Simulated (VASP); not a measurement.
Here is the system:

```xyz
6
Lattice="1.6468 -2.8524 0.0000 1.6468 2.8524 0.0000 0.0000 0.0000 13.5733" Properties=species:S:1:pos:R:3 pbc="T T T"
W      1.6468     0.9508     3.3933
W      1.6468    -0.9508    10.1800
Se     1.6468     0.9508    11.8409
Se     1.6468    -0.9508     5.0542
Se     1.6468    -0.9508     1.7325
Se     1.6468     0.9508     8.5191
```

Method: SCAN meta-GGA, VASP's PBE PAW potentials (set 64) (plane waves; VASP). Settings: 520 eV cut-off, 9×9×2 Γ-centred mesh, tetrahedra with Blöchl corrections, potentials W_sv Se.

The cores are frozen, which limits the accuracy of field gradients.

Give the principal components of the electric field gradient (V/Å²) and the asymmetry η at each nucleus.

```tsv
atom	Vxx	Vyy	Vzz	η
W1	74.5	74.5	-148.9	0.00
W2	74.5	74.5	-148.9	0.00
Se3	41.5	41.5	-82.9	0.00
Se4	41.5	41.5	-82.9	0.00
Se5	41.5	41.5	-82.9	0.00
Se6	41.5	41.5	-82.9	0.00
```

The compound is WSe2 in the 2H layered structure. It was relaxed first, which changed the volume by +6 %.
